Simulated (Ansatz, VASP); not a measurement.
# FeGe in two plane-wave programs, part 3 of 3

Wanted: the spread between two codes on one cell, functional and k mesh.

VASP 6.6.1 and Ansatz 0.2.0.

So far. Step 4 (Comparison): The walks stopped with 0.05 GPa left in Ansatz and -0.05 GPa in VASP; each walk ends within a tolerance, so the volume difference is uncertain by about these residues over the bulk modulus, most in soft cells.

The database entry behind the starting cell differs from later determinations by our own check (about 0.2 % short), so it need not match the best structure at ambient conditions.

## 5. VASP: relaxation of cell and atoms, r2SCAN with rVV10

Level of this step: r2SCAN with rVV10, spin-polarised from a ferromagnetic start; plane waves and PAW (Fe, Ge_d) (VASP).

The relaxed volume is the usual yardstick between codes: its relative difference is about their pressure difference at one cell divided by the bulk modulus.

INCAR reads:

```
SYSTEM = FeGe
PREC = Accurate
ENCUT = 520
EDIFF = 1E-06
NELM = 100
ISMEAR = -1
SIGMA = 0.05
LREAL = .FALSE.
ALGO = Normal
METAGGA = R2SCAN
LUSE_VDW = .TRUE.
IVDW_NL = 2
BPARAM = 11.95
CPARAM = 0.0093
LASPH = .TRUE.
NBANDS = 65
ISPIN = 2
MAGMOM = 3 3 3 3 0 0 0 0
LMAXMIX = 4
LORBIT = 11
LWAVE = .FALSE.
LCHARG = .FALSE.
KPAR = 8
IBRION = 2
NSW = 60
ISIF = 3
EDIFFG = -0.01
```

POSCAR reads:

```
FeGe
1.0
    4.6890000000      0.0000000000      0.0000000000
    0.0000000000      4.6890000000      0.0000000000
    0.0000000000      0.0000000000      4.6890000000
Fe Ge
4 4
Direct
    0.1350000000      0.1350000000      0.1350000000
    0.3650000000      0.8650000000      0.6350000000
    0.6350000000      0.3650000000      0.8650000000
    0.8650000000      0.6350000000      0.3650000000
    0.8420000000      0.8420000000      0.8420000000
    0.6580000000      0.1580000000      0.3420000000
    0.3420000000      0.6580000000      0.1580000000
    0.1580000000      0.3420000000      0.6580000000
```

KPOINTS reads:

```
Automatic mesh
0
Gamma
5 5 5
0 0 0
```

PAW data sets: Fe and Ge_d (PBE family, release 64).

Command:

```
$ mpirun -np 8 vasp_std
```

Numbers of over 12 decimals in the logs are rounded to 6 here.

What it wrote:

```text
[banner, memory and clock lines left out]
running    8 mpi-ranks, on    1 nodes
[...]
[... a notice as in an earlier step ...]

|                                                                             |
|               ----> ADVICE to this user running VASP <----                  |
|                                                                             |
|     You have switched on vdW-DFT.                                           |
|     This routine was written and supplied by Jiri Klimes. We recommend      |
|     that you carefully read and cite the following publications:            |
|       J. Klimes, D.R. Bowler, A. Michelides                                 |
|          J. Phys.: Cond Matt. 22 022201 (2010)                              |
|       J. Klimes, D.R. Bowler, A. Michelides                                 |
|          Phys. Rev. B. 83, 195131 (2011)                                    |
|     and references therein.                                                 |
[...]
Total rVV10 correction in eV:      2.0896423    97.1010950
Total rVV10 correction in eV:      2.0896423    97.1010950
Total rVV10 correction in eV:      2.0896423    97.1010950
DAV:   9    -0.110009329857E+03   -0.33811E-06   -0.77103E-08  1442   0.194E-03
Total rVV10 correction in eV:      2.0896420    97.1010950
Total rVV10 correction in eV:      2.0896420    97.1010950
Total rVV10 correction in eV:      2.0896420    97.1010950
Total rVV10 correction in eV:      2.0896420    97.1010950
Total rVV10 correction in eV:      2.0896420    97.1010950
Total rVV10 correction in eV:      2.0896420    97.1010950
Total rVV10 correction in eV:      2.0896420    97.1010950
Total rVV10 correction in eV:      2.0896420    97.1010950
Total rVV10 correction in eV:      2.0896417    97.1010950
Total rVV10 correction in eV:      2.0896417    97.1010950
Total rVV10 correction in eV:      2.0896417    97.1010950
Total rVV10 correction in eV:      2.0896417    97.1010950
Total rVV10 correction in eV:      2.0896417    97.1010950
Total rVV10 correction in eV:      2.0896417    97.1010950
Total rVV10 correction in eV:      2.0896417    97.1010950
Total rVV10 correction in eV:      2.0896417    97.1010950
   5 F= -.11000933E+03 E0= -.10998843E+03  d E =-.454092E-03  mag=     7.6084
[...]
reached required accuracy - stopping structural energy minimisation
```

From OUTCAR (step 5):

```text
  Total       -0.0368324     -0.0368324     -0.0368324      0.0000000     -0.0000000      0.0000000
  in kB       -0.5718442     -0.5718442     -0.5718442      0.0000000     -0.0000000      0.0000000
  external PRESSURE =      -0.5718442 kB  Pullay stress =       0.0000000 kB

 POSITION                                       TOTAL-FORCE (eV/Angst)
 -----------------------------------------------------------------------------------
      0.63415      0.63415      0.63415         0.003905      0.003905      0.003905
      1.71111      4.05637      2.97941        -0.003905     -0.003905      0.003905
      2.97941      1.71111      4.05637         0.003905     -0.003905     -0.003905
      4.05637      2.97941      1.71111        -0.003905      0.003905     -0.003905
      3.96151      3.96151      3.96151        -0.000015     -0.000015     -0.000015
      3.07427      0.72901      1.61625         0.000015      0.000015     -0.000015
      1.61625      3.07427      0.72901        -0.000015      0.000015      0.000015
      0.72901      1.61625      3.07427         0.000015     -0.000015      0.000015
 -----------------------------------------------------------------------------------
    total drift:                                0.000001      0.000001     -0.000000

  FREE ENERGIE OF THE ION-ELECTRON SYSTEM (eV)
  ---------------------------------------------------
  free  energy   TOTEN  =      -110.0093298565 eV

  energy  without entropy=     -109.9675394775  energy(sigma->0) =     -109.98843467

 magnetization (x)
# of ion       s       p       d       tot
------------------------------------------
    1        0.007  -0.013   2.146   2.140
    2        0.007  -0.013   2.146   2.140
    3        0.007  -0.013   2.146   2.140
    4        0.007  -0.013   2.146   2.140
    5       -0.001  -0.119  -0.016  -0.135
    6       -0.001  -0.119  -0.016  -0.135
    7       -0.001  -0.119  -0.016  -0.135
    8       -0.001  -0.119  -0.016  -0.135
--------------------------------------------------
tot          0.025  -0.526   8.520   8.019

[... 2 parts as in an earlier step ...]

[... 2 further parts left out ...]
[key lines of the parts left out:]
E-fermi :   8.2881
```

## 6. Ansatz: relaxation of cell and atoms, r2SCAN with rVV10

The same cell, functional, mesh and smearing now go to Ansatz, which takes its cutoff from its data sets.

input.yaml reads:

```yaml
crystal:
  lattice:
    - [4.689, 0.0, 0.0]
    - [0.0, 4.689, 0.0]
    - [0.0, 0.0, 4.689]
  atoms:
    - { symbol: Fe, position: [0.135, 0.135, 0.135], spin: 3.0 }
    - { symbol: Fe, position: [0.365, 0.865, 0.635], spin: 3.0 }
    - { symbol: Fe, position: [0.635, 0.365, 0.865], spin: 3.0 }
    - { symbol: Fe, position: [0.865, 0.635, 0.365], spin: 3.0 }
    - { symbol: Ge, position: [0.842, 0.842, 0.842] }
    - { symbol: Ge, position: [0.658, 0.158, 0.342] }
    - { symbol: Ge, position: [0.342, 0.658, 0.158] }
    - { symbol: Ge, position: [0.158, 0.342, 0.658] }
hamiltonian:
  xc: r2scan
  pseudopotentials: { kind: paw }
  dispersion: rvv10
magnetization:
  spin_polarized: true
kpoints:
  mp_grid: { grid: [5, 5, 5] }
scf:
  occupations: { method: fermi_dirac, width: 0.05 }
relax:
  f_tol: 0.01
  max_steps: 60
  cell: { stress_tol: 0.05 }
output:
  forces: true
  stress: true
```

Command:

```
$ ansatz run input.yaml --threads 4 --pin off --max-ram 9216MiB --backend cpu --events-out ev --progress --plain --runs-dir out
```

What it wrote:

```text
[...]
Crystal: 8 atoms, lattice volume = 103.096 Å³
Basis set: ecut = 500 eV, 2601 PW (Γ), exchange–correlation on 160×160×160 points (64 copies of the dense FFT grid, shifted against one another)
Bands: 80, of which v1, the nominal top of the filled ones, is band 60 counted from 1 (59 counted from 0)
Symmetry: 12 space group operations
[...]
- { symbol: Fe, position: [0.364957, 0.864957, 0.635043] }
    - { symbol: Fe, position: [0.635043, 0.364957, 0.864957] }
    - { symbol: Fe, position: [0.864957, 0.635043, 0.364957] }
    - { symbol: Ge, position: [0.844805, 0.844805, 0.844805] }
    - { symbol: Ge, position: [0.655195, 0.155195, 0.344805] }
    - { symbol: Ge, position: [0.344805, 0.655195, 0.155195] }
    - { symbol: Ge, position: [0.155195, 0.344805, 0.655195] }
[key lines of the parts left out:]
SCF converged after 11 iterations
Magnetization: 7.7665 μB (63.8833 up, 56.1167 down)
Free energy (F): -35146.115450 eV
Fermi energy:    16.978252 eV
P = ⅓ Tr σ = 0.0180 GPa (0.180 kbar)
```

It took 60 s on 4 threads of INTEL XEON PLATINUM 8581C at 2.10GHz (Emerald Rapids), shared host; peak memory 0.9 GiB.

## 7. Comparison

The two programs side by side:

```
                                         quantity  Ansatz    VASP  difference
                                      volume (Å³)  103.49  103.20     +0.29 %
edge a after relaxation, in the typed setting (Å)   4.695   4.691     +0.10 %
                                total moment (μB)    7.77    7.61       +0.16
                               moment on Fe1 (μB)    2.18    2.14       +0.04
                               moment on Fe2 (μB)    2.18    2.14       +0.04
                               moment on Fe3 (μB)    2.18    2.14       +0.04
                               moment on Fe4 (μB)    2.18    2.14       +0.04
                               moment on Ge5 (μB)   -0.08   -0.14       +0.05
                               moment on Ge6 (μB)   -0.08   -0.14       +0.05
                               moment on Ge7 (μB)   -0.08   -0.14       +0.05
                               moment on Ge8 (μB)   -0.08   -0.14       +0.05
```

The walks stopped with 0.02 GPa left in Ansatz and -0.06 GPa in VASP; each walk ends within a tolerance, so the volume difference is uncertain by about these residues over the bulk modulus, most in soft cells.

## 8. Outcome

| Item | Value |
| --- | --- |
| difference in volume (relaxation of cell and atoms, r2SCAN) | 0.21 % |
| difference in volume (relaxation of cell and atoms, r2SCAN with rVV10) | 0.29 % |

**Reading.** The difference in volume is 0.29 % (relaxation of cell and atoms, r2SCAN with rVV10), within the 1.2 % picked in this series as the mark of a large difference, as far as the stopping tolerances let one tell. How closely two codes agree says nothing of how well the functional describes the real material.

[Lines on the potential files, build, host, timing and source positions are cut from VASP's logs without a mark.]

[Logs are printed without paths, hosts, clocks, repeated set-up lines and the standing remarks that a program may print on its own settings, such as how far it seeks lower states.]

[Hosts, paths, dates, database ids (printed as entryN), source tags and the programs' standing remarks are cut or masked in the printed files.]
